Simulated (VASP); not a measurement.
Computed with r2SCAN meta-GGA, VASP's PBE PAW potentials (set 64) (plane waves; VASP).

VASP input:

### INCAR
```
ALGO=Normal   ! blocked Davidson
IBRION=2   ! conjugate gradients
LASPH=.True.   ! aspherical one-centre terms
LWAVE=.False.
METAGGA=R2SCAN
LCHARG=.False.
EDIFF=1E-6   ! SCF stop (eV)
EDIFFG=-0.02   ! ionic stop
SIGMA=0.1
LMAXMIX=6   ! l cut-off of mixed one-centre charges
ENCUT=400   ! plane-wave cut-off (eV)
LMIXTAU=.True.
ISIF=3   ! ions, shape and volume
NELM=100   ! most electronic steps
PREC=Accurate
SYSTEM=ErSi2
NSW=60
ISMEAR=1   ! Methfessel-Paxton
LREAL=.False.
```

**POSCAR**
```
ErSi2
1.0
  4.0363192829   0.0000000000   0.0000000000
 -2.0181596415   3.4955550220   0.0000000000
  0.0000000000   0.0000000000   3.8385797756
Er Si
1 2
Cart
  0.0000000000   0.0000000000   0.0000000000
  2.0181616596   1.1651838421   1.9192898878
 -0.0000020182   2.3303711799   1.9192898878
```

File KPOINTS:
```
Regular mesh
0
Gamma
8 8 7
0 0 0
```

POTCAR, in this order: Er_3 Si (PBE.64 set). Program: vasp_std.

The resulting files:

File OSZICAR:
```
       N       E                     dE             d eps       ncg     rms          rms(c)
DAV:   1    -0.597157221299E+01   -0.59716E+01   -0.66452E+03  1516   0.110E+03
DAV:   2    -0.531307876797E+02   -0.47159E+02   -0.45292E+02  1612   0.324E+02
DAV:   3    -0.547350511677E+02   -0.16043E+01   -0.15499E+01  1456   0.417E+01
DAV:   4    -0.547954452376E+02   -0.60394E-01   -0.59568E-01  1464   0.428E+00
DAV:   5    -0.547984146994E+02   -0.29695E-02   -0.29324E-02  1484   0.814E-01    0.257E+01
DAV:   6    -0.529222042824E+02    0.18762E+01   -0.71460E-01  1568   0.158E+01    0.143E+01
DAV:   7    -0.528818719863E+02    0.40332E-01   -0.27841E-01  1620   0.983E+00    0.120E+00
DAV:   8    -0.528765727830E+02    0.52992E-02   -0.30514E-01  1388   0.559E+00    0.143E+00
DAV:   9    -0.529316846208E+02   -0.55112E-01   -0.39073E-02  1472   0.207E+00    0.358E-01
DAV:  10    -0.529543468007E+02   -0.22662E-01   -0.23557E-02  1536   0.148E+00    0.220E-01
DAV:  11    -0.529539880847E+02    0.35872E-03   -0.49880E-03  1280   0.708E-01    0.243E-01
DAV:  12    -0.529555226138E+02   -0.15345E-02   -0.21161E-03  1328   0.473E-01    0.438E-02
DAV:  13    -0.529555479737E+02   -0.25360E-04   -0.15671E-04  1776   0.137E-01    0.287E-02
DAV:  14    -0.529555334124E+02    0.14561E-04   -0.34683E-05  1820   0.669E-02    0.344E-02
DAV:  15    -0.529555605834E+02   -0.27171E-04   -0.22382E-05  1300   0.468E-02    0.583E-03
DAV:  16    -0.529555643156E+02   -0.37322E-05   -0.87806E-07   808   0.997E-03    0.740E-03
DAV:  17    -0.529555620118E+02    0.23038E-05   -0.96474E-07   732   0.284E-02    0.554E-03
DAV:  18    -0.529555607037E+02    0.13081E-05   -0.11146E-06   808   0.136E-02    0.212E-03
DAV:  19    -0.529555604104E+02    0.29331E-06   -0.23620E-07   656   0.154E-02
   1 F= -.52955560E+02 E0= -.52955816E+02  d E =-.529556E+02
       N       E                     dE             d eps       ncg     rms          rms(c)
DAV:   1    -0.529835259836E+02   -0.27965E-01   -0.66915E-01  1468   0.134E+01    0.160E+00
DAV:   2    -0.529668817713E+02    0.16644E-01   -0.33466E-02  1488   0.271E+00    0.672E-01
DAV:   3    -0.529600448959E+02    0.68369E-02   -0.16167E-02  1584   0.255E+00    0.323E-01
DAV:   4    -0.529599521230E+02    0.92773E-04   -0.64715E-04  1576   0.359E-01    0.234E-01
DAV:   5    -0.529597282818E+02    0.22384E-03   -0.68786E-04  1532   0.194E-01    0.342E-02
DAV:   6    -0.529598064620E+02   -0.78180E-04   -0.57106E-04  1280   0.233E-01    0.165E-02
DAV:   7    -0.529599151813E+02   -0.10872E-03   -0.12622E-04  1440   0.105E-01    0.903E-03
DAV:   8    -0.529599185688E+02   -0.33875E-05   -0.65978E-06  1340   0.241E-02    0.402E-03
DAV:   9    -0.529599172191E+02    0.13497E-05   -0.19733E-06   824   0.180E-02    0.190E-03
DAV:  10    -0.529599191120E+02   -0.18929E-05   -0.58425E-07   672   0.218E-02    0.719E-04
DAV:  11    -0.529599188768E+02    0.23523E-06   -0.11096E-07   608   0.869E-03
   2 F= -.52959919E+02 E0= -.52959482E+02  d E =-.435847E-02
       N       E                     dE             d eps       ncg     rms          rms(c)
DAV:   1    -0.529635663921E+02   -0.36473E-02   -0.75453E-02  1452   0.474E+00    0.526E-01
DAV:   2    -0.529618057632E+02    0.17606E-02   -0.36657E-03  1524   0.902E-01    0.221E-01
DAV:   3    -0.529611539430E+02    0.65182E-03   -0.17290E-03  1576   0.836E-01    0.107E-01
DAV:   4    -0.529611509675E+02    0.29756E-05   -0.70580E-05  1580   0.119E-01    0.778E-02
DAV:   5    -0.529611130835E+02    0.37884E-04   -0.70902E-05  1452   0.618E-02    0.106E-02
DAV:   6    -0.529611231753E+02   -0.10092E-04   -0.59801E-05  1276   0.748E-02    0.492E-03
DAV:   7    -0.529611328327E+02   -0.96574E-05   -0.12060E-05  1416   0.324E-02    0.326E-03
DAV:   8    -0.529611326364E+02    0.19631E-06   -0.66771E-07   680   0.839E-03
   3 F= -.52961133E+02 E0= -.52960883E+02  d E =-.557223E-02
       N       E                     dE             d eps       ncg     rms          rms(c)
DAV:   1    -0.529611722987E+02   -0.39466E-04   -0.77886E-04  1476   0.480E-01    0.535E-02
DAV:   2    -0.529611432599E+02    0.29039E-04   -0.37508E-05  1496   0.914E-02    0.226E-02
DAV:   3    -0.529611271299E+02    0.16130E-04   -0.18000E-05  1584   0.855E-02    0.110E-02
DAV:   4    -0.529611263023E+02    0.82759E-06   -0.43036E-07   564   0.121E-02
   4 F= -.52961126E+02 E0= -.52960855E+02  d E =-.556589E-02
       N       E                     dE             d eps       ncg     rms          rms(c)
DAV:   1    -0.529617400509E+02   -0.61292E-03   -0.19589E-02  1460   0.164E+00    0.112E-01
DAV:   2    -0.529616237606E+02    0.11629E-03   -0.55888E-04  1552   0.246E-01    0.629E-02
DAV:   3    -0.529615815893E+02    0.42171E-04   -0.13230E-04  1668   0.153E-01    0.142E-02
DAV:   4    -0.529615789783E+02    0.26110E-05   -0.15451E-05  1548   0.386E-02    0.112E-02
DAV:   5    -0.529615761718E+02    0.28065E-05   -0.15249E-05  1588   0.368E-02    0.332E-03
DAV:   6    -0.529615788012E+02   -0.26294E-05   -0.10552E-05  1424   0.313E-02    0.172E-03
DAV:   7    -0.529615805169E+02   -0.17157E-05   -0.33744E-06  1108   0.170E-02    0.103E-03
DAV:   8    -0.529615809494E+02   -0.43246E-06   -0.23349E-07   576   0.571E-03
   5 F= -.52961581E+02 E0= -.52961282E+02  d E =-.454647E-03
       N       E                     dE             d eps       ncg     rms          rms(c)
DAV:   1    -0.529620424985E+02   -0.46198E-03   -0.27800E-02  1460   0.195E+00    0.131E-01
DAV:   2    -0.529618695769E+02    0.17292E-03   -0.81975E-04  1560   0.296E-01    0.741E-02
DAV:   3    -0.529618128644E+02    0.56712E-04   -0.20044E-04  1700   0.187E-01    0.176E-02
DAV:   4    -0.529618099390E+02    0.29255E-05   -0.20009E-05  1548   0.439E-02    0.142E-02
DAV:   5    -0.529618060725E+02    0.38664E-05   -0.20089E-05  1676   0.426E-02    0.411E-03
DAV:   6    -0.529618101962E+02   -0.41237E-05   -0.12686E-05  1432   0.346E-02    0.215E-03
DAV:   7    -0.529618112769E+02   -0.10806E-05   -0.44837E-06  1208   0.198E-02    0.116E-03
DAV:   8    -0.529618124026E+02   -0.11257E-05   -0.47284E-07   568   0.691E-03    0.567E-04
DAV:   9    -0.529618122230E+02    0.17964E-06   -0.54025E-08   556   0.894E-03
   6 F= -.52961812E+02 E0= -.52961574E+02  d E =-.685921E-03
```

OUTCAR:
```
------------------------ aborting loop because EDIFF is reached ----------------------------------------
  FORCE on cell =-STRESS in cart. coord.  units (eV):
  Direction    XX          YY          ZZ          XY          YZ          ZX
  --------------------------------------------------------------------------------------
  Total       -0.0097481     -0.0097481      0.0253493      0.0000000     -0.0000000      0.0000000
  in kB       -0.2832636     -0.2832636      0.7366080      0.0000000     -0.0000000      0.0000000
  external PRESSURE =       0.0566936 kB  Pullay stress =       0.0000000 kB
  volume of cell :       55.14
      direct lattice vectors                 reciprocal lattice vectors
     4.043353348 -0.000000000  0.000000000     0.247319468  0.142789962  0.000000000
    -2.021676674  3.501646701 -0.000000000     0.000000000  0.285579924 -0.000000000
    -0.000000000  0.000000000  3.894270678    -0.000000000  0.000000000  0.256787492
 POSITION                                       TOTAL-FORCE (eV/Angst)
 -----------------------------------------------------------------------------------
      0.00000     -0.00000      0.00000         0.000000     -0.000000     -0.000000
      2.02168      1.16721      1.94714         0.000000      0.000000      0.000000
     -0.00000      2.33443      1.94714        -0.000000     -0.000000     -0.000000
 -----------------------------------------------------------------------------------
    total drift:                               -0.000000      0.000000      0.000000
  FREE ENERGIE OF THE ION-ELECTRON SYSTEM (eV)
  ---------------------------------------------------
  free  energy   TOTEN  =       -52.9618122230 eV

  energy  without entropy=      -52.9610983621  energy(sigma->0) =      -52.96157427

 reached required accuracy - stopping structural energy minimisation
```
(Selected blocks of OUTCAR.)

File CONTCAR:
```
ErSi2
   1.00000000000000
     4.0433533481600819   -0.0000000000000975    0.0000000000000000
    -2.0216766741302123    3.5016467011314969   -0.0000000000000000
    -0.0000000000000000    0.0000000000000000    3.8942706784123269
  Er              Si
     1     2
Direct
     0.0000000000000000    0.0000000000000000    0.0000000000000000
     0.6666669999999968    0.3333330000000032    0.5000000000000000
     0.3333330000000032    0.6666669999999968    0.5000000000000000
```

OUTCAR:
```
 val. band max:        7.2683533812   @ k =   0.3750   0.2500   0.0000

 cond. band min:       7.2944353931   @ k =   0.3750   0.1250   0.0000


 Fermi energy:         7.2750350150

 k-point     1 :       0.0000    0.0000    0.0000
  band No.  band energies     occupation
      1     -18.5505      2.00000
      2     -18.5505      2.00000
      3     -18.5439      2.00000
      4      -5.9371      2.00000
      5       3.4283      2.00000
      6       3.4284      2.00000
      7       4.8030      2.00000
      8       5.7681      2.00000
      9       6.1285      2.00000
     10       8.2123     -0.00000
     11       8.2123     -0.00000
     12      10.2902      0.00000

 k-point     2 :       0.1250   -0.0000    0.0000
  band No.  band energies     occupation
      1     -18.5730      2.00000
      2     -18.5555      2.00000
      3     -18.5406      2.00000
      4      -5.7235      2.00000
      5       2.2692      2.00000
      6       3.3325      2.00000
      7       4.7554      2.00000
      8       5.7481      2.00000
      9       7.0816      2.01965
     10       8.2110     -0.00000
     11       8.4768     -0.00000
     12      10.0532      0.00000

 k-point     3 :       0.2500   -0.0000    0.0000
  band No.  band energies     occupation
      1     -18.6267      2.00000
      2     -18.5674      2.00000
      3     -18.5326      2.00000
      4      -5.1046      2.00000
      5       0.5024      2.00000
      6       3.1219      2.00000
      7       4.6735      2.00000
      8       5.2167      2.00000
      9       7.6693     -0.00000
     10       9.1912     -0.00000
     11       9.4586      0.00000
     12       9.5933      0.00000

 k-point     4 :       0.3750    0.0000    0.0000
  band No.  band energies     occupation
      1     -18.6794      2.00000
      2     -18.5793      2.00000
      3     -18.5246      2.00000
      4      -4.1478      2.00000
      5      -1.1654      2.00000
      6       2.9345      2.00000
...
```

The 4f electrons are frozen in the core of the lanthanide potential, so 4f levels, which can set the real gap, and their magnetism are missing.

The structure comes from a computed database's ErSi2 entry (P6/mmm); how it stands against other phases isn't given here. This run relaxes it. Symmetry was kept, so distortions that lower it aren't found. The start is the result of an earlier pass. The electron count is odd and the run is not spin-polarised, which forces a metal.
